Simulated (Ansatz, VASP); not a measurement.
# N: VASP beside Ansatz, part 2 of 2

One calculation is typed for both programs; each brings its own data sets. How far apart do they land? The cell is taken from a series of runs on this material, whose earlier steps may have relaxed, scaled, displaced or heated it; both programs get it as it stands.

VASP 6.6.1 and Ansatz 0.2.0.

So far: The structure; Ansatz: relaxation of cell and atoms, LDA; VASP: relaxation of cell and atoms, LDA; Differences.

### Step 5. VASP: zone-centre phonons, LDA, pair 2

Level of this step: LDA; plane waves and PAW (N) (VASP).

Second derivatives magnify differences that forces hide, and they need a tight electronic threshold.

File INCAR:

```
SYSTEM = N
PREC = Accurate
ENCUT = 600
EDIFF = 1E-08
NELM = 120
ISMEAR = 1
SIGMA = 0.15
LREAL = .FALSE.
ALGO = Normal
GGA = CA
NBANDS = 11
LORBIT = 11
LWAVE = .FALSE.
LCHARG = .FALSE.
ISIF = 2
IBRION = 8
LASPH = .TRUE.
GGA_COMPAT = .FALSE.
KPAR = 2
```

File POSCAR:

```
N
1.0
    2.5074662618      0.0000000000      0.0000000000
   -1.2537331309      2.1715294818      0.0000000000
    0.0000000000      0.0000000000      2.3998144415
N
2
Direct
    0.6666666667      0.3333333333      0.2500000000
    0.3333333333      0.6666666667      0.7500000000
```

File KPOINTS:

```
Automatic mesh
0
Gamma
18 18 20
0 0 0
```

The projector-augmented-wave data sets are N (LDA family, release 64).

Run with:

```sh
$ mpirun -np 2 vasp_std
```

Numbers of over 12 decimals in the logs are rounded to 6 here.

What it wrote:

```text
[... set-up lines as in an earlier step ...]
 entering main loop
       N       E                     dE             d eps       ncg     rms          rms(c)
DAV:   1     0.245387232234E+02    0.24539E+02   -0.66325E+03  9163   0.998E+02
DAV:   2    -0.105992324557E+02   -0.35138E+02   -0.33514E+02 11946   0.177E+02
DAV:   3    -0.114066444202E+02   -0.80741E+00   -0.79932E+00 10523   0.232E+01
DAV:   4    -0.114083281166E+02   -0.16837E-02   -0.16836E-02  9836   0.123E+00
[...]
DAV:   9    -0.113951970279E+02   -0.10374E-05   -0.25767E-06 10094   0.164E-02    0.709E-03
DAV:  10    -0.113951971763E+02   -0.14834E-06   -0.34773E-07 10298   0.495E-03    0.940E-04
DAV:  11    -0.113951971668E+02    0.95114E-08   -0.17369E-08  7996   0.115E-03
   1 F= -.11395197E+02 E0= -.11395240E+02  d E =0.127569E-03
 Linear response reoptimize wavefunctions to high precision
DAV:   1    -0.113951971659E+02    0.88846E-09   -0.28913E-10  6508   0.187E-04
DAV:   2    -0.113951971659E+02    0.22737E-11   -0.10918E-11  5221   0.356E-05
 Linear response DOF=           2
 Linear response progress:
[...]
RMM:   7    -0.196858778850E+00    0.10382E-05   -0.12335E-07 69686   0.424E-04    0.256E-04
RMM:   8    -0.196859727885E+00   -0.94904E-06   -0.17543E-08 70149   0.173E-04    0.432E-05
RMM:   9    -0.196859718243E+00    0.96420E-08    0.11615E-08 70513   0.386E-05    0.666E-06
 first order change of Fermi-energy  -0.67737E-04
 force on displaced ion       1 direction 1 :   5.937  -0.008   0.000
 Linear response progress:
  Degree of freedom:   2/  2
       N       E                     dE             d eps       ncg     rms          rms(c)
RMM:   1    -0.198980840262E+00   -0.19898E+00    0.69774E-02 28483   0.306E+00
RMM:   2    -0.200610096407E+00   -0.16293E-02   -0.13760E-03 22269   0.456E-01    0.268E-01
RMM:   3    -0.199275455910E+00    0.13346E-02   -0.65873E-05 24140   0.117E-01    0.123E-01
RMM:   4    -0.198986535744E+00    0.28892E-03    0.56515E-05 24437   0.683E-02    0.265E-02
[...]
RMM:   9    -0.199213001293E+00   -0.35543E-06   -0.56006E-08 25070   0.330E-05    0.883E-06
RMM:  10    -0.199212983129E+00    0.18164E-07   -0.22982E-08 23692   0.171E-05    0.226E-06
RMM:  11    -0.199212980948E+00    0.21802E-08   -0.10319E-08 20273   0.130E-05    0.178E-07
 first order change of Fermi-energy   0.35119E-03
 force on displaced ion       1 direction 3 :   0.000   0.000  32.811
 Linear response finished
```

Parts of OUTCAR (step 5):

```text
  Total       -0.0080596     -0.0080596      0.0247491     -0.0000000     -0.0000000      0.0000000
  in kB       -0.9882053     -0.9882053      3.0345295     -0.0000000     -0.0000000      0.0000000
  external PRESSURE =       0.3527063 kB  Pullay stress =       0.0000000 kB

 POSITION                                       TOTAL-FORCE (eV/Angst)
 -----------------------------------------------------------------------------------
      1.25373      0.72384      0.59995        -0.000000      0.000000      0.000000
     -0.00000      1.44769      1.79986         0.000000     -0.000000      0.000000
 -----------------------------------------------------------------------------------
    total drift:                               -0.000000      0.000000      0.000000

[... 1 part as in an earlier step ...]

[... 1 further part left out ...]
```

### Step 6. Ansatz: zone-centre phonons, LDA, pair 2

The same cell, functional (in two slightly different forms), mesh and smearing now go to Ansatz.

The cell is taken from a series of runs on this material, whose earlier steps may have relaxed, scaled, displaced or heated it; both programs get it as it stands.

File input.yaml:

```yaml
crystal:
  lattice:
    - [2.5074662618, 0.0, 0.0]
    - [-1.2537331309, 2.1715294818, 0.0]
    - [0.0, 0.0, 2.3998144415]
  atoms:
    - { symbol: "N", position: [0.6666666667, 0.3333333333, 0.25] }
    - { symbol: "N", position: [0.3333333333, 0.6666666667, 0.75] }
kpoints:
  mp_grid: { grid: [18, 18, 20] }
hamiltonian:
  xc: lda
scf:
  occupations: { method: methfessel_paxton, width: 0.15 }
output:
  eigenvalues: true
phonons:
  method: dfpt
  qmesh: [2, 2, 2]
  temperatures: { t_max: 1000, t_step: 50 }
  qpath:
    path:
      - [[0.0, 0.0, 0.0], [0.5, 0.0, 0.0], [0.33333333, 0.33333333, 0.0], [0.0, 0.0, 0.0], [0.0, 0.0, 0.5], [0.5, 0.0, 0.5], [0.33333333, 0.33333333, 0.5], [0.0, 0.0, 0.5]]
      - [[0.5, 0.0, 0.5], [0.5, 0.0, 0.0]]
      - [[0.33333333, 0.33333333, 0.5], [0.33333333, 0.33333333, 0.0]]
    npoints: 10
basis:
  ecutwfc: 360
```

Run with:

```sh
$ ansatz run input.yaml --threads 4 --pin off --max-ram 7168MiB --backend cpu --events-out ev --progress --plain --runs-dir out
```

What it wrote:

```text
Warning: basis.ecutwfc = 360 eV is below the records' recommended 420 eV, and the density's cutoff is lower with it unless basis.ecutrho_ratio is high enough to keep the records' density cutoff: compare with a run at a higher cutoff
[...]
Crystal: 2 atoms, lattice volume = 13.067 Å³
Basis set: ecut = 360 eV, 199 PW (Γ), exchange–correlation on 32×32×32 points (8 copies of the dense FFT grid, shifted against one another)
[...]
largest difference from the sums on the solved wave vectors: F 1.01e-1 eV, S 1.07e-4 and C_V 4.53e-5 eV/K
  zero-point energy: 0.070290 eV/cell   skipped modes (ω ≤ 0): 3606, of them read as no rigid motion or as one in doubt: 3603 (3.187e0 modes/cell left out, lowest -1132.98 cm⁻¹)   left out of the sums: 5.31e-1 of the cell's modes: C_V's classical limit lies that fraction below 3 k_B per atom; for a crystal, a wire or a layer, F and S can be off by more, and a phonons.interpolated_qmesh denser along its periods is the remedy for the sampling
[key lines of the parts left out:]
SCF converged after 6 iterations
Free energy (F): -740.758102 eV
Fermi energy:    10.611905 eV
```

### Step 7. Differences

What differs besides the data sets and the points named for the pairs above, as far as they apply: VASP's run holds the zone centre alone; the cutoff is 360 eV in Ansatz and 600 eV in VASP; Ansatz's log warns that its cutoff lies below the recommended one. Total energies have different zeros and are not compared.

Compared:

```tsv
quantity	Ansatz	VASP	difference
optical mode 1 (imaginary, printed as negative) (cm⁻¹)	-1133.0	-1128.9	-4.0
optical mode 2 to 3 (imaginary, printed as negative) (cm⁻¹)	-475.1	-480.2	+5.1
```

Modes are paired by rising frequency, not by their patterns, so a pair may set unlike modes beside each other; they are those without the splitting of longitudinal modes.

### Step 8. VASP: zone-centre phonons, LDA, pair 3

Second derivatives magnify differences that forces hide, and they need a tight electronic threshold.

INCAR is that of step 5.

POSCAR is that of step 5.

KPOINTS is that of step 5.

Run with:

```sh
$ mpirun -np 2 vasp_std
```

What it wrote:

```text
[... set-up lines as in an earlier step ...]
 entering main loop
       N       E                     dE             d eps       ncg     rms          rms(c)
[... 11 cycles as in an earlier step ...]
   1 F= -.11395197E+02 E0= -.11395240E+02  d E =0.127569E-03
 Linear response reoptimize wavefunctions to high precision
[... 2 cycles as in an earlier step ...]
 Linear response DOF=           2
 Linear response progress:
  Degree of freedom:   1/  2
       N       E                     dE             d eps       ncg     rms          rms(c)
[... 9 cycles as in an earlier step ...]
 first order change of Fermi-energy  -0.67737E-04
 force on displaced ion       1 direction 1 :   5.937  -0.008   0.000
 Linear response progress:
  Degree of freedom:   2/  2
       N       E                     dE             d eps       ncg     rms          rms(c)
[... 11 cycles as in an earlier step ...]
 first order change of Fermi-energy   0.35119E-03
 force on displaced ion       1 direction 3 :   0.000   0.000  32.811
 Linear response finished
```

OUTCAR, selected parts (step 8):

```text
[... 4 parts as in an earlier step ...]
```

### Step 9. Ansatz: zone-centre phonons, LDA, pair 3

The same cell, functional (in two slightly different forms), mesh and smearing now go to Ansatz, which takes its cutoff from its data sets.

The cell is taken from a series of runs on this material, whose earlier steps may have relaxed, scaled, displaced or heated it; both programs get it as it stands.

input.yaml, the sections that differ from step 6:

```yaml
phonons:
  method: dfpt
# crystal, kpoints, hamiltonian, scf, output: as in step 6
# basis: removed
```

Run with:

```sh
$ ansatz run input.yaml --threads 4 --pin off --max-ram 7168MiB --backend cpu --events-out ev --progress --plain --runs-dir out
```

What it wrote:

```text
zone centre: on kpoints.mp_grid the ground state, and the responses unless they are solved on pairs of k-points, stand on 1001 of the mesh's 6480 k-points, reduced under 4 symmetry operations, with k and −k counted as one. Each operation leaves every solved displacement unchanged or reverses it
[...]
Crystal: 2 atoms, lattice volume = 13.067 Å³
[...]
k mesh reduced under 4 symmetry operations, with k and −k counted as one. Each operation leaves every solved displacement unchanged or reverses it
  ASR residual: 1.130e-5 → 0.000e0 eV/Å²; symmetrization residual: 9.326e-14 eV/Å²
  ASR residual per site (eV/Å²): 1.13e-5 1.13e-5
  Γ frequencies (cm⁻¹): -1142.01 -484.43 -484.43 0.00 0.00 0.00
  non-analytic LO–TO correction: not included (Born effective charges unavailable; polar crystals: no LO–TO splitting at Γ)
[key lines of the parts left out:]
SCF converged after 6 iterations
Free energy (F): -740.847227 eV
Fermi energy:    10.608196 eV
```

### Step 10. Side by side

Both answers:

```tsv
quantity	Ansatz	VASP	difference
optical mode 1 (imaginary, printed as negative) (cm⁻¹)	-1142.0	-1128.9	-13.1
optical mode 2 to 3 (imaginary, printed as negative) (cm⁻¹)	-484.4	-480.2	-4.2
```

Modes are paired by rising frequency, not by their patterns, so a pair may set unlike modes beside each other; they are those without the splitting of longitudinal modes.

### Step 11. Summary of results

```yaml
difference_in_edge_c_after_relaxation_in_the_typed_setting_relaxation_of_cell_and_atoms_lda: -0.029 %
r_m_s_difference_of_the_optical_zone_centre_modes_each_program_s_sorted_by_frequency_zone_centre_phonons_lda_pair_2: 4.7 cm⁻¹
r_m_s_difference_of_the_optical_zone_centre_modes_each_program_s_sorted_by_frequency_zone_centre_phonons_lda_pair_3: 8.3 cm⁻¹
```

What this shows: The difference in edge c after relaxation, in the typed setting is -0.029 % (relaxation of cell and atoms, LDA), within the 1.2 % picked in this series as the mark of a large difference, as far as the stopping tolerances let one tell. How closely two codes agree says nothing of how well the functional describes the real material.

[Lines on the potential files, build, host, timing and source positions are cut from VASP's logs without a mark.]

[Logs are printed without paths, hosts, clocks, repeated set-up lines and the standing remarks that a program may print on its own settings, such as how far it seeks lower states.]

[Hosts, paths, dates, database ids (printed as entryN), source tags and the programs' standing remarks are cut or masked in the printed files.]
